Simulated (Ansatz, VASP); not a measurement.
# SrCaSO in two plane-wave programs, part 2 of 2

One calculation is typed for both programs; each brings its own data sets and cutoff. How far apart do they land? The cell is invented: As first built, before any earlier steps moved the atoms (in the runner's words): it takes the SrCaS2 structure with some of its atoms replaced by other elements, volume scaled by an estimate. It may not be a known or stable phase. The cell is taken from a series of VASP runs on this material, whose earlier steps may have relaxed, scaled or displaced it; both programs get it as it stands.

VASP 6.6.1 and Ansatz 0.2.0.

So far: The starting structure; VASP: relaxation of cell and atoms, PBE with D4.

## (3) Ansatz: relaxation of cell and atoms, PBE with D4

Level of this step: Ansatz beside VASP: Kohn-Sham DFT, plane waves, PBE with D4 (Ansatz).

Ansatz runs on its default PAW (the set named soft_2) files.

The same cell, functional, mesh and smearing now go to Ansatz, which takes its cutoff from its data sets.

input.yaml

```yaml
crystal:
  lattice:
    - [4.30384581, 0.0, 0.0]
    - [0.0, 4.05668384, 0.0]
    - [-0.00219743, 0.0, 5.18939121]
  atoms:
    - { symbol: Sr, position: [0.990396442, 0.0, 0.000290793] }
    - { symbol: Ca, position: [0.650519196, 0.5, 0.499961315] }
    - { symbol: S, position: [0.475148309, 0.5, 0.99965016] }
    - { symbol: O, position: [0.890416053, 0.0, 0.499270732] }
hamiltonian:
  xc: pbe
  pseudopotentials: { kind: paw }
  dispersion: d4
kpoints:
  mp_grid: { grid: [5, 5, 4] }
scf:
  occupations: { method: fermi_dirac, width: 0.05 }
relax:
  f_tol: 0.01
  max_steps: 60
  cell: { stress_tol: 0.05 }
output:
  forces: true
  stress: true
```

Started as:

```bash
$ ansatz run input.yaml --threads 4 --pin off --max-ram 9216MiB --backend cpu --events-out ev --progress --plain --runs-dir out
```

Numbers of over 12 decimals in the logs are rounded to 6 here.

Log:

```text
Engine: ansatz 0.2.0, aarch64-unknown-linux-gnu
Pseudopotentials: kind: paw
Pseudopotential: Sr, paw, valence charge 10, recommended cutoff 420 eV (normal), Sr.paw.azcp
Pseudopotential: Ca, paw, valence charge 10, recommended cutoff 420 eV (normal), Ca.paw.azcp
Pseudopotential: S, paw, valence charge 6, recommended cutoff 420 eV (normal), S.paw.azcp
Pseudopotential: O, paw, valence charge 6, recommended cutoff 420 eV (normal), O.paw.azcp
Functional definition: PBE
  parameter kappa = 0.804
  parameter beta = 0.066725
  exchange = pbe_x(kappa = kappa, mu = beta*pi^2/3)
  correlation = pbe_c(beta = beta)
Crystal: 4 atoms, lattice volume = 90.603 Å³
Basis set: ecut = 420 eV, 1759 PW (Γ), exchange–correlation on 60×60×72 points (8 copies of the dense FFT grid, shifted against one another)
Bands: 20, of which v1, the nominal top of the filled ones, is band 16 counted from 1 (15 counted from 0)
Symmetry: 2 space group operations
Space group: Pm (ITA 6), of the structure as read, at distance tolerance 4.5e-5 Å
k-points: 33 of 100 (time reversal used)
Non-local potential: Sr, projectors of the file, l = 0: 3, l = 1: 2, l = 2: 2
Non-local potential: Ca, projectors of the file, l = 0: 3, l = 1: 2, l = 2: 2
Non-local potential: S, projectors of the file, l = 0: 2, l = 1: 2, l = 2: 2
Non-local potential: O, projectors of the file, l = 0: 2, l = 1: 2, l = 2: 1
PAW form: soft (Blöchl's): semilocal exchange-correlation on the pseudo side does not see the compensation charge
PAW one-centre angular grid: Sr, 110 points (default); XC on 64 Gauss nodes
PAW one-centre angular grid: Ca, 110 points (default); XC on 64 Gauss nodes
PAW one-centre angular grid: S, 110 points (default); XC on 64 Gauss nodes
PAW one-centre angular grid: O, 110 points (default); XC on 64 Gauss nodes
Initial density: superposition of atomic densities (neutral atoms: chi_scale 0, normalization atom), corrected by the library's trained network
Initial wavefunctions: pseudopotential atomic-orbital guess
Functional: x = pbe(κ = 0.804, μ = 0.219515), c = pbe(β = 0.066725)
SCF iter   1: F=—  HF=-6837.998804 eV  |F-HF|=—  |Δ(HF+E_count)|=         —  Δρ=1.37e-3  dr2=1.65e-3  ethr=1.77e-3  ⟨swp⟩=8.5  Hψ=4203  notcnv=0
preconditioner: auto → Resta (q_TF=auto, 2.294 Å⁻¹)  ε∞=3.0  [insulator: Δε(μ)=2.878 eV  Ē_g=14.696 eV  σ=0.050 eV  W_gap=1.00  n_scr=18 (ndim 8)  ℏωp=20.6 eV  f_vac=0.029  D(μ)=0.00/eV (n_scr^D=0)  ε∞_Penn≈3.0]
SCF iter   2: F=—  HF=-6838.001236 eV  |F-HF|=—  |Δ(HF+E_count)|=   2.43e-3  Δρ=1.02e-3  dr2=9.63e-4  ethr=5.15e-6  ⟨swp⟩=2.9  Hψ=1722  notcnv=0
SCF iter   3: F=—  HF=-6838.001259 eV  |F-HF|=—  |Δ(HF+E_count)|=   2.35e-5  Δρ=5.96e-4  dr2=3.25e-4  ethr=3.01e-6  ⟨swp⟩=2.0  Hψ=923  notcnv=0
SCF iter   4: F=—  HF=-6838.001300 eV  |F-HF|=—  |Δ(HF+E_count)|=   4.04e-5  Δρ=1.95e-4  dr2=3.51e-5  ethr=1.01e-6  ⟨swp⟩=2.0  Hψ=857  notcnv=0
SCF iter   5: F=—  HF=-6838.001335 eV  |F-HF|=—  |Δ(HF+E_count)|=   3.56e-5  Δρ=6.37e-5  dr2=6.29e-6  ethr=1.10e-7  ⟨swp⟩=2.0  Hψ=893  notcnv=0
SCF iter   6: F=—  HF=-6838.001338 eV  |F-HF|=—  |Δ(HF+E_count)|=   2.98e-6  Δρ=2.17e-5  dr2=6.73e-7  ethr=1.97e-8  ⟨swp⟩=2.0  Hψ=879  notcnv=0
SCF iter   7: F=-6838.001339 eV  HF=-6838.001339 eV  |F-HF|=2.90e-8  |Δ(HF+E_count)|=   6.83e-7  Δρ=4.05e-6  dr2=2.86e-8  ethr=3.13e-10  ⟨swp⟩=4.0  Hψ=2929  notcnv=0
SCF 1 converged in 7 iterations: F = -6838.001339 eV  dr2 = 2.86e-8
  greatest PAW one-centre occupation: 0.995 electrons in one spin orbital (limit 2), on the Ca atom at site 1 (counted from 0), in its partial waves of l = 0
relax step   1: F+E_penalty+E_count = -6838.00133883 eV  Δ(F+E_penalty+E_count) = +0.000e0 eV  max|allowed force component| = 3.843e-2 eV/Å  Δτ_max = 0.0000 Å  P = -0.314 GPa  Ω = 90.603 Å³  (7 SCF iters, dr2 threshold 1.00e-7 eV, accepted)
[...]
relax step   2: F+E_penalty+E_count = -6838.00230374 eV  Δ(F+E_penalty+E_count) = -9.649e-4 eV  max|allowed force component| = 9.250e-3 eV/Å  Δτ_max = 0.0039 Å  P = +0.180 GPa  Ω = 89.915 Å³  energy of the carried Pulay correction = +5.876e-4 eV  (5 SCF iters, dr2 threshold 3.36e-7 eV, accepted)
[...]
relax step   3: F+E_penalty+E_count = -6838.00224753 eV  Δ(F+E_penalty+E_count) = +5.621e-5 eV  max|allowed force component| = 9.603e-3 eV/Å  Δτ_max = 0.0041 Å  P = +0.014 GPa  Ω = 90.197 Å³  energy of the carried Pulay correction = +3.461e-4 eV  (5 SCF iters, dr2 threshold 1.13e-7 eV, accepted)
[...]
relax step   4: F+E_penalty+E_count = -6838.00188350 eV  Δ(F+E_penalty+E_count) = +3.640e-4 eV  max|allowed force component| = 9.701e-3 eV/Å  Δτ_max = 0.0000 Å  P = +0.008 GPa  Ω = 90.197 Å³  stress off target by 3.26e-2 GPa  SCF on the basis re-selected at this cell (its energy is not comparable with the rows above)  (6 SCF iters)
basis re-selected at this cell: Δ(F+E_penalty+E_count) = +3.640e-4 eV, ΔP = -0.007 GPa vs the last step (what re-selecting the basis moved, of the pressure what is left beyond the Pulay correction that the steps carried, after the strain that the cell walked since its last selection, with what the two solves' SCF thresholds leave and, on support functions, any second-order correction that the steps lacked; it is no m [...]
SCF converged after 6 iterations
Free energy (F): -6838.001883 eV
Harris-Foulkes:  -6838.001883 eV  (|F-HF|=9.09e-12)
Internal energy: -6838.001883 eV  (E = F + TS)
E sigma→0 (E₀):  -6838.001883 eV
Fermi energy:    6.983057 eV
--- Per-component energies (eV) ---
  E_band       = -236.468655
  E_kinetic    = 809.089471
  E_local      = -1942.721122  (includes V_loc(G=0)·N_el)
  E_nonlocal   = 342.004843
  E_hartree    = 609.933933
  E_xc         = -485.001176
  E_vxc        = -519.404336  (∫ρ·V_xc dr)
  E_paw        = -4310.994940  (= ΣΔE_a)
  E_vpaw       = -145.307769  (= ΣTr[D̂ρ^β])
  E_aug_tail   = 0.002384  (compensation charges beyond the density's cutoff)
  E_ewald      = -1859.628423
  E_disp       = -0.686854  (pairwise vdW)
  E_smearing   = -0.000000  (= −TS)
  E_closure    = 0.000000  (closes the sum)
  Σ components = -6838.001883   (vs F -6838.001883, Δ=0.00e0)
--- Forces (eV/Å), atoms counted from 1 ---
  atom   1  Sr    -0.00386352     0.00000000     0.00355985
  atom   2  Ca     0.00970023     0.00000000    -0.00842163
  atom   3  S     -0.00430779     0.00000000    -0.00397943
  atom   4  O     -0.00153035     0.00000000     0.00884141
  max |Σ_I F_I| component: 1.43e-6 eV/Å
--- Stress (GPa, compression-positive) ---
        0.021624       0.000000       0.014583
        0.000000      -0.011446       0.000000
        0.014583       0.000000       0.013267
  P = ⅓ Tr σ = 0.0078 GPa (0.078 kbar)
--- Relaxed structure (3 steps of the walk, 3 accepted, 1 SCFs on fresh bases) ---
  F+E_penalty+E_count = -6838.00188350 eV   max|allowed force component| = 9.701e-3 eV/Å   (the final SCF, on the basis selected at the relaxed cell)
  cell:  # Å, volume = 90.1975 Å³
    - [4.299637, 9.580535331092817e-19, 0.000499916]
    - [9.030342761325195e-19, 4.052517, 8.729256655158526e-19]
    - [-0.0015925, 1.1161748362923842e-18, 5.176519]
  atoms:
    - { symbol: Sr, position: [0.990673, 0, -4.9863971185031863e-5] }
    - { symbol: Ca, position: [0.651352, 0.500000, 0.500007] }
    - { symbol: S, position: [0.475078, 0.500000, 0.999950] }
    - { symbol: O, position: [0.889378, 1.2228953548367297e-19, 0.499266] }
```

It took 6.3 s on 4 threads of Arm Neoverse V1, shared host; peak memory 0.45 GiB.

## (4) Comparison

Known differences besides the potentials themselves: both relaxations stop at a tolerance, which leaves soft axes loose, and VASP keeps its plane-wave basis; the cutoff is 420 eV in Ansatz and 520 eV in VASP; VASP leaves aspherical gradient terms in its spheres out (LASPH is not set), Ansatz keeps them; Ansatz adds a Pulay correction to the stress that steers its cell, VASP none. Total energies have different zeros and are not compared.

Both answers:

```tsv
quantity	Ansatz	VASP	difference
volume (Å³)	90.20	90.50	-0.33 %
edge a after relaxation, in the typed setting (Å)	4.300	4.302	-0.06 %
edge b after relaxation, in the typed setting (Å)	4.053	4.056	-0.08 %
edge c after relaxation, in the typed setting (Å)	5.176	5.187	-0.20 %
```

The walks stopped with 0.01 GPa left in Ansatz and 0.02 GPa in VASP; each walk ends within a tolerance, so the volume difference is uncertain by about these residues over the bulk modulus, most in soft cells.

## (5) What came out

| Item | Value |
| --- | --- |
| difference in volume (relaxation of cell and atoms, PBE with D4) | -0.33 % |

What this shows: The difference in volume is -0.33 % (relaxation of cell and atoms, PBE with D4), within the 1.2 % picked in this series as the mark of a large difference, as far as the stopping tolerances let one tell. Such differences can come from data sets, numerical settings and the points named under the comparisons, not from the functional's error against experiment.

[Lines on the potential files, build, host, timing and source positions are cut from VASP's logs without a mark.]

[Logs are printed without paths, hosts, clocks, repeated set-up lines and the standing remarks that a program may print on its own settings, such as how far it seeks lower states.]

[Hosts, paths, dates, database ids (printed as entryN), source tags and the programs' standing remarks are cut or masked in the printed files.]
